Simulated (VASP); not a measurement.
An input for Ansatz (written as the equivalent of a VASP run, and not itself run):

Ansatz 0.2 input:
```yaml
crystal:
  lattice:
    - [3.7541335, 0.0000000, 0.0000000]
    - [-1.8770667, 3.2511750, 0.0000000]
    - [0.0000000, 0.0000000, 4.3536929]
  atoms:
    - { symbol: W, position: [0.3333330, 0.6666670, 0.9375297] }
    - { symbol: W, position: [0.6666670, 0.3333330, 0.4375297] }
    - { symbol: B, position: [0.3333330, 0.6666670, 0.4374703] }
    - { symbol: B, position: [0.6666670, 0.3333330, 0.9374703] }
kpoints:
  mp_grid: { grid: [11, 11, 8] }
hamiltonian:
  xc: pbe
  pseudopotentials: { kind: paw }
scf:
  occupations: { method: tetrahedron }
  max_iter: 100
output: { forces: true, stress: true, eigenvalues: true }
```

Problem. Translate this input to VASP (INCAR, KPOINTS, POSCAR, choice of POTCAR).

Solution. One answer among several that fit: 
POSCAR:
```
WB
1
    3.7541334983     0.0000000000     0.0000000000
   -1.8770667492     3.2511750237     0.0000000000
    0.0000000000     0.0000000000     4.3536929422
W B
2 2
Direct
  0.3333330000   0.6666670000   0.9375297281
  0.6666670000   0.3333330000   0.4375297281
  0.3333330000   0.6666670000   0.4374702719
  0.6666670000   0.3333330000   0.9374702719
```

**KPOINTS**
```
Regular mesh
0
G
  11 11 8
0 0 0
```

INCAR:
```
SYSTEM=WB
PREC=Accurate; ENCUT=520; LREAL=.FALSE.
LASPH=.TRUE.
EDIFF=1E-7; NELM=100; ALGO=Normal
LMAXMIX=6
ISMEAR=-5
GGA=PE
ISIF=2
LWAVE=.FALSE.; LCHARG=.TRUE.; LORBIT=11
NEDOS=601
LEFG=.TRUE.
```

POTCAR, in this order: W_sv B (PBE.64 set). Program: vasp_std.

The two are equivalent in intent, not identical: each code has its own PAW files, so the cut-off isn't converted (ENCUT is set for VASP's; basis.ecutwfc is left out, and Ansatz then takes the one that its files recommend); Ansatz stops its SCF on the density residual and VASP on the energy change (EDIFF); the field gradients of LEFG aren't asked of the other code.

The structure was generated: WB was put into the wurtzite type (P6_3mc), which need not be its known phase. It was relaxed first, which changed the volume by -42 %. The relaxed cell has space group P6_3/mmc.
